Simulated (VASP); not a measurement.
A VASP calculation is set up with these files.

INCAR:
```
ENCUT  =  500   ! plane-wave cut-off (eV)
LCHARG  =  .FALSE.
EDIFF  =  1E-6   ! SCF stop (eV)
ISMEAR  =  1   ! Methfessel-Paxton
LREAL  =  .FALSE.   ! projection in real space or not
IBRION  =  2
NELM  =  100   ! most electronic steps
SYSTEM  =  Ta
EDIFFG  =  -0.02   ! ionic stop
LMAXMIX  =  6   ! l cut-off of mixed one-centre charges
NSW  =  40
PREC  =  Accurate
SIGMA  =  0.1
ISIF  =  3
ALGO  =  Normal
LASPH  =  .TRUE.
LWAVE  =  .FALSE.
```

### KPOINTS
```
Automatic mesh
0
Gamma
16 16 16
0 0 0
```

**POSCAR**
```
Ta
1.0
 -1.6299259663   1.6299259663   1.6299259663
  1.6299259663  -1.6299259663   1.6299259663
  1.6299259663   1.6299259663  -1.6299259663
Ta
1
Direct
  0.0000000000   0.0000000000   0.0000000000
```

POTCAR, in this order: Ta_pv (LDA.64 set). Program: vasp_std.

### Question
Translate this LDA calculation to Ansatz.

### Answer
One equivalent input (not run):
Ansatz 0.2 input:
```yaml
crystal:
  lattice:
    - [-1.6299260, 1.6299260, 1.6299260]
    - [1.6299260, -1.6299260, 1.6299260]
    - [1.6299260, 1.6299260, -1.6299260]
  atoms:
    - { symbol: Ta, position: [0.0000000, 0.0000000, 0.0000000] }
kpoints:
  mp_grid: { grid: [16, 16, 16] }
hamiltonian:
  xc: lda
  pseudopotentials: { kind: paw }
scf:
  occupations: { method: methfessel_paxton, width: 0.1 }
  max_iter: 100
relax:
  max_steps: 40
  f_tol: 0.02
  cell: {}
output: { forces: true, stress: true, eigenvalues: true }
```
The two are equivalent in intent, not identical: each code has its own PAW files, so the cut-off isn't converted (ENCUT is set for VASP's; basis.ecutwfc is left out, and Ansatz then takes the one that its files recommend); Ansatz stops its SCF on the density residual and VASP on the energy change (EDIFF); Ansatz's lda is the Perdew-Wang form, while the LDA potentials of VASP carry Perdew-Zunger's.

The compound is Ta in the bcc structure. This run relaxes it. Symmetry was kept, so distortions that lower it aren't found.
